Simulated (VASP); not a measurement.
# Zr (relaxed from the omega structure, space group P6/mmm): computed properties

Method: r2SCAN meta-GGA, VASP's PBE PAW potentials (set 64) (plane waves; VASP 6.6.1).

```yaml
space_group: P6/mmm (191)
cell: a = 5.038 Å, b = 5.038 Å, c = 3.151 Å, α = 90.00°, β = 90.00°, γ = 120.00°
volume_per_atom: 23.08 Å³/atom
band gap (over mesh and band path): none (metal, semimetal or under 0.01 eV)
density: 6.56 g/cm³
```

Space group P6/mmm (No. 191); a = 5.038 Å, b = 5.038 Å, c = 3.151 Å, α = 90.00°, β = 90.00°, γ = 120.00°

```json
[
 {"atom": "Zr", "site": "1a", "symmetry": "6/mmm", "x": "0.0000", "y": "0.0000", "z": "0.0000"},
 {"atom": "Zr", "site": "2d", "symmetry": "-6m2", "x": "0.3333", "y": "0.6667", "z": "0.5000"}
]
```

The structure was generated: Zr was put into the omega type (P6/mmm), which need not be its known phase. It was relaxed first. Symmetry was kept, so distortions that lower it aren't found.
